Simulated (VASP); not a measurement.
OSZICAR of a VASP run on CuGaSe2 (chalcopyrite):

File OSZICAR:
```
       N       E                     dE             d eps       ncg     rms          rms(c)
DAV:   1     0.650466416965E+03    0.65047E+03   -0.27319E+04  1594   0.192E+03
DAV:   2     0.713248397601E+02   -0.57914E+03   -0.56261E+03  1628   0.512E+02
DAV:   3    -0.315393524234E+02   -0.10286E+03   -0.10074E+03  1942   0.197E+02
DAV:   4    -0.386313722929E+02   -0.70920E+01   -0.70096E+01  2165   0.519E+01
DAV:   5    -0.388584139635E+02   -0.22704E+00   -0.22638E+00  2232   0.988E+00    0.129E+01
DAV:   6    -0.388290560219E+02    0.29358E-01   -0.36875E+01  2149   0.996E+01    0.926E+00
DAV:   7    -0.368721043692E+02    0.19570E+01   -0.88793E+00  2000   0.719E+01    0.383E+00
DAV:   8    -0.370753423568E+02   -0.20324E+00   -0.38787E+00  2360   0.232E+01    0.311E+00
DAV:   9    -0.369432470244E+02    0.13210E+00   -0.10252E+00  2216   0.182E+01    0.394E-01
DAV:  10    -0.369466522825E+02   -0.34053E-02   -0.60198E-02  2344   0.359E+00    0.212E-01
DAV:  11    -0.369466776288E+02   -0.25346E-04   -0.10274E-02  2317   0.166E+00    0.100E-01
DAV:  12    -0.369465611246E+02    0.11650E-03   -0.13317E-03  2384   0.718E-01    0.888E-03
DAV:  13    -0.369465694416E+02   -0.83171E-05   -0.91025E-05  2357   0.103E-01    0.121E-02
DAV:  14    -0.369465686788E+02    0.76284E-06   -0.26665E-05  1872   0.966E-02    0.507E-03
DAV:  15    -0.369465681876E+02    0.49123E-06   -0.49698E-06  1402   0.525E-02
   1 F= -.36946568E+02 E0= -.36946566E+02  d E =-.369466E+02
       N       E                     dE             d eps       ncg     rms          rms(c)
DAV:   1    -0.369543726206E+02   -0.78039E-02   -0.14355E-01  1760   0.581E+00    0.648E-01
DAV:   2    -0.369503923119E+02    0.39803E-02   -0.71698E-02  1728   0.577E+00    0.332E-01
DAV:   3    -0.369476782047E+02    0.27141E-02   -0.18441E-02  2056   0.299E+00    0.175E-01
DAV:   4    -0.369470593846E+02    0.61882E-03   -0.16920E-03  2208   0.344E-01    0.492E-02
DAV:   5    -0.369470189557E+02    0.40429E-04   -0.26760E-04  2053   0.288E-01    0.160E-02
DAV:   6    -0.369470132510E+02    0.57047E-05   -0.54669E-05  1928   0.489E-02    0.497E-03
DAV:   7    -0.369470132709E+02   -0.19887E-07   -0.48712E-06  1738   0.204E-02
   2 F= -.36947013E+02 E0= -.36947010E+02  d E =-.445083E-03
       N       E                     dE             d eps       ncg     rms          rms(c)
DAV:   1    -0.369477092540E+02   -0.69600E-03   -0.13967E-02  1760   0.181E+00    0.203E-01
DAV:   2    -0.369473270989E+02    0.38216E-03   -0.71048E-03  1736   0.180E+00    0.105E-01
DAV:   3    -0.369470544582E+02    0.27264E-03   -0.18270E-03  2050   0.949E-01    0.544E-02
DAV:   4    -0.369469950297E+02    0.59428E-04   -0.17135E-04  2176   0.102E-01    0.164E-02
DAV:   5    -0.369469907227E+02    0.43070E-05   -0.30296E-05  2029   0.982E-02    0.522E-03
DAV:   6    -0.369469901108E+02    0.61188E-06   -0.57431E-06  1440   0.158E-02
   3 F= -.36946990E+02 E0= -.36946987E+02  d E =-.421923E-03
       N       E                     dE             d eps       ncg     rms          rms(c)
DAV:   1    -0.369473556174E+02   -0.36489E-03   -0.66518E-03  1760   0.125E+00    0.140E-01
DAV:   2    -0.369471761353E+02    0.17948E-03   -0.34108E-03  1728   0.124E+00    0.726E-02
DAV:   3    -0.369470444554E+02    0.13168E-03   -0.87330E-04  2045   0.662E-01    0.374E-02
DAV:   4    -0.369470168100E+02    0.27645E-04   -0.81561E-05  2144   0.683E-02    0.118E-02
DAV:   5    -0.369470145933E+02    0.22167E-05   -0.15858E-05  1997   0.720E-02    0.360E-03
DAV:   6    -0.369470143118E+02    0.28153E-06   -0.29507E-06  1342   0.113E-02
   4 F= -.36947014E+02 E0= -.36947011E+02  d E =-.446124E-03
       N       E                     dE             d eps       ncg     rms          rms(c)
DAV:   1    -0.369491607559E+02   -0.21462E-02   -0.62503E-02  1923   0.177E+00    0.313E-01
DAV:   2    -0.369481609941E+02    0.99976E-03   -0.60744E-03  1989   0.148E+00    0.185E-01
DAV:   3    -0.369477104888E+02    0.45051E-03   -0.24885E-03  2005   0.107E+00    0.124E-01
DAV:   4    -0.369474247306E+02    0.28576E-03   -0.68666E-04  2512   0.481E-01    0.142E-02
DAV:   5    -0.369474316884E+02   -0.69578E-05   -0.12365E-04  2111   0.121E-01    0.899E-03
DAV:   6    -0.369474315158E+02    0.17261E-06   -0.83635E-06  2069   0.379E-02
   5 F= -.36947432E+02 E0= -.36947429E+02  d E =-.417204E-03
```

Which electronic solver shows in the log?

It is blocked Davidson (ALGO = Normal, or the opening steps of other solvers). The INCAR had ALGO = Normal.

Can the final energy be trusted as converged?

The run converged. It stopped with EDIFF = 1E-6, NELM = 100, NSW = 60 and EDIFFG = -0.02 after 5 ionic steps (LDA (Ceperley-Alder, Perdew-Zunger), plane waves, VASP's LDA PAW potentials (set 64)).

The compound is CuGaSe2 in the chalcopyrite structure. This run relaxes it. Symmetry was kept, so distortions that lower it aren't found. The start is the result of an earlier pass.
